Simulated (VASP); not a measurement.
VASP input:

### INCAR
```
SYSTEM = Fe
PREC = Accurate; ENCUT = 500; LREAL = .FALSE.
LASPH = .TRUE.
EDIFF = 1E-6; NELM = 100; ALGO = Normal
LMAXMIX = 4
ISMEAR = 1; SIGMA = 0.1
GGA = PE
ISPIN = 2; MAGMOM = 2.2
IBRION = 2; NSW = 40; ISIF = 3
EDIFFG = -0.02; PSTRESS = 200
LWAVE = .FALSE.; LCHARG = .FALSE.; LORBIT = 10
```

**KPOINTS**
```
Automatic mesh
0
Gamma
18 18 18
0 0 0
```

**POSCAR**
```
Fe
1.0
 -1.3765375271   1.3765375271   1.3765375271
  1.3765375271  -1.3765375271   1.3765375271
  1.3765375271   1.3765375271  -1.3765375271
Fe
1
Cartesian
  0.0000000000   0.0000000000   0.0000000000
```

POTCAR, in this order: Fe (PBE.64 set). Program: vasp_std.

**Question.** Write an equivalent input for Quantum ESPRESSO's pw.x.

**Answer.** One equivalent input (not run):
```
&CONTROL
  calculation = 'vc-relax'
  pseudo_dir = './pseudo'
  outdir = './out'
  tprnfor = .true.
  tstress = .true.
  nstep = 40
  forc_conv_thr = 0.00078
/
&SYSTEM
  ibrav = 0
  nat = 1
  ntyp = 1
  ecutwfc = 90
  occupations = 'smearing'
  smearing = 'methfessel-paxton'
  degauss = 0.00735
  input_dft = 'pbe'
  nspin = 2
  starting_magnetization(1) = 0.22
/
&ELECTRONS
  conv_thr = 7.3e-08
  electron_maxstep = 100
/
&IONS
/
&CELL
  press = 200
/
ATOMIC_SPECIES
  Fe 55.845 Fe.upf
CELL_PARAMETERS angstrom
    -1.3765375    1.3765375    1.3765375
     1.3765375   -1.3765375    1.3765375
     1.3765375    1.3765375   -1.3765375
ATOMIC_POSITIONS crystal
  Fe   0.0000000  0.0000000  0.0000000
K_POINTS automatic
  18 18 18 0 0 0
```
Limits of the translation: the potentials are each code's own (VASP's PAW set, PseudoDojo norm-conserving files in pw.x), so ENCUT and ecutwfc are chosen apart and not converted; conv_thr bounds pw.x's estimated SCF error, while EDIFF bounds the energy change between steps; starting_magnetization is a fraction of the valence charge and MAGMOM a moment in μB, so they match only roughly; forc_conv_thr acts on force components and is met together with etot_conv_thr.

The compound is Fe in the bcc structure. It was relaxed first under an external pressure of 20 GPa.
